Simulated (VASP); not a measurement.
Data:

```xyz
3
Lattice="2.0372 -3.5286 0.0000 2.0372 3.5286 0.0000 0.0000 0.0000 6.6831" Properties=species:S:1:pos:R:3 pbc="T T T"
Mg     4.0745     0.0000     0.0000
I      2.0372     1.1762     1.6539
I      2.0372    -1.1762     5.0292
```

Level of theory: LDA (Ceperley-Alder, Perdew-Zunger), VASP's LDA PAW potentials (set 64) (plane waves; VASP 6.6.1). Numerical set-up: 400 eV cut-off, 7×7×4 Γ-centred mesh, tetrahedra with Blöchl corrections, potentials Mg I.

The cores are frozen, which limits the accuracy of field gradients.

Question: Give the principal components of the electric field gradient (V/Å²) and the asymmetry η at each nucleus.

Answer: 
```csv
atom,Vxx,Vyy,Vzz,η
Mg1,0.0,0.0,0.0,-
I2,19.1,19.1,-38.3,0.00
I3,19.1,19.1,-38.3,0.00
```

The compound is MgI2 in the 1T layered structure. It was relaxed first, which changed the volume by -6 %.
